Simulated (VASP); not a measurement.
```
La2O3
1.0
    1.97698    -3.42423     0.00000
    1.97698     3.42423     0.00000
    0.00000     0.00000     6.25194
La O
2 3
Direct
  0.33333   0.66667   0.24816
  0.66667   0.33333   0.75184
  0.00000   0.00000   0.00000
  0.33333   0.66667   0.64551
  0.66667   0.33333   0.35449
```

Calculation: revPBE GGA, VASP's PBE PAW potentials (set 64) (plane waves; VASP). Settings: 520 eV cut-off, 7×7×4 Γ-centred mesh, tetrahedra with Blöchl corrections, potentials La O.

Problem. Estimate the energy per atom (σ→0).

Solution. 
The energy per atom (σ→0) comes out as -8.031 eV/atom.

Only differences to runs with the same potentials and settings are physical.

The compound is La2O3 in the a-type structure. It was relaxed first.
